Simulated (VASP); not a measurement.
Energy against volume of Na (bcc). Calculation: optB88-vdW, VASP's PBE PAW potentials (set 64) (plane waves; VASP 6.6.1). Numerical set-up: 520 eV cut-off, 12×12×12 Γ-centred mesh, first-order Methfessel-Paxton smearing of 0.10 eV, potentials Na_pv.

| V (Å³/atom) | E (eV/atom) |
|---|---|
| 34.723 | 0.92332 |
| 35.797 | 0.92223 |
| 36.871 | 0.92273 |
| 37.945 | 0.92464 |

Problem. Fit these four points and predict the energy of the run at 33.649 Å³/atom.

Solution. A cubic in V^(−2/3), the third-order Birch-Murnaghan form, passes through the four points with V0 = 35.98 Å³/atom and B0 = 8 GPa, and gives 0.9262 eV/atom there. The run gave 0.9263 eV/atom, +0.0 meV/atom from the fit; all five points give B0 = 8 GPa.

The compound is Na in the bcc structure. It was relaxed first, which changed the volume by -7 %.
